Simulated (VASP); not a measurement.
Here is a VASP 6.6.1 calculation.

File INCAR:

```
SYSTEM = Li3Pr
PREC     = Accurate       ! precision mode
ENCUT    = 520            ! plane-wave cutoff, eV
EDIFF    = 1E-6           ! SCF threshold, eV
ISMEAR   = 0              ! smearing method
SIGMA    = 0.1            ! smearing width, eV
LREAL    = .FALSE.        ! projectors in reciprocal space
LASPH    = .TRUE.         ! aspherical terms in the spheres
NELM     = 120            ! most SCF steps
ALGO     = Normal         ! electronic algorithm
ISIF     = 2              ! what is computed and relaxed
LWAVE    = .FALSE.        ! write WAVECAR
LCHARG   = .FALSE.        ! write CHGCAR
ISPIN    = 2              ! spin polarisation
MAGMOM   = 2 0 0 0        ! initial moments
LORBIT   = 11             ! projections on sites
LMAXMIX  = 6              ! l up to which the mixer works
GGA      = PE             ! functional
NBANDS   = 23             ! bands
```

Contents of KPOINTS:

```
Automatic mesh
0
G
  6 6 6
  0 0 0
```

POSCAR

```
Li3Pr
1.0
    0.0000000000      3.6786180000      3.6786180000
    3.6786180000      0.0000000000      3.6786180000
    3.6786180000      3.6786180000      0.0000000000
Pr Li
1 3
Direct
    0.0000000000      0.0000000000      0.0000000000
    0.5000000000      0.5000000000      0.5000000000
    0.7500000000      0.7500000000      0.7500000000
    0.2500000000      0.2500000000      0.2500000000
```

Potentials or basis: VASP PAW PBE potentials, release 64 (Pr, Li_sv).

Launch:

```bash
$ cat potpaw_PBE.64/Pr/POTCAR potpaw_PBE.64/Li_sv/POTCAR > POTCAR
$ mpirun -np 1 vasp_std > vasp.out
```

Q: Predict the net moment.

A: 3.95 μB per cell.

Q: Predict the site moments.

A: Pr +2.48; Li +0.01, +0.03 μB.

Q: Estimate the band gap on the k mesh.

A: None (metal or under the smearing width).

Caveat: the magnetic or orbital state may not be the lowest; spin-orbit coupling is left out, which moves the levels of the heavy elements; without U or exact exchange the open f shell lies at the Fermi level, which spoils levels, moments and volumes. The state reached can hang on the start; a lower one may exist.
